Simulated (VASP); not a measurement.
Band gaps of RbPbF$_{3}$ (space group Pm-3m) from VASP (PAW), without and with spin-orbit coupling. Semilocal levels are at their own relaxed cell, hybrids and mBJ at PBE's; 0.00 means no gap at that level.  Unless said otherwise, spin-orbit coupling is left out, though it shifts the bands of the heavy elements here.

The cell of the PBEsol run:

```yaml
crystal:
  lattice:
    - [4.78187, 0.00000, 0.00000]
    - [0.00000, 4.78187, 0.00000]
    - [0.00000, 0.00000, 4.78187]
  atoms:
    - { symbol: Rb, position: [0.00000, 0.00000, 0.00000] }
    - { symbol: Pb, position: [0.50000, 0.50000, 0.50000] }
    - { symbol: F, position: [0.00000, 0.50000, 0.50000] }
    - { symbol: F, position: [0.50000, 0.00000, 0.50000] }
    - { symbol: F, position: [0.50000, 0.50000, 0.00000] }
```

| level | gap without SOC (eV) | gap with SOC (eV) | shift (eV) |
|---|---|---|---|
| PBEsol | 2.77 | … | … |

Q: What belongs in the gaps?

A: 
- PBEsol, gap with SOC (eV): 1.75
- PBEsol, shift (eV): -1.02

Only levels that ran to the end are used. Left out are those held back, those with too coarse a band path, GW runs whose mesh misses a band edge, hybrids' fits of cells that aren't cubic and levels without matching references; a question may draw on a part of the rest.

The structure comes from a computed database's RbPbF3 entry (Pm-3m); how it stands against other phases isn't given here. It was relaxed first. Symmetry was kept, so distortions that lower it aren't found.
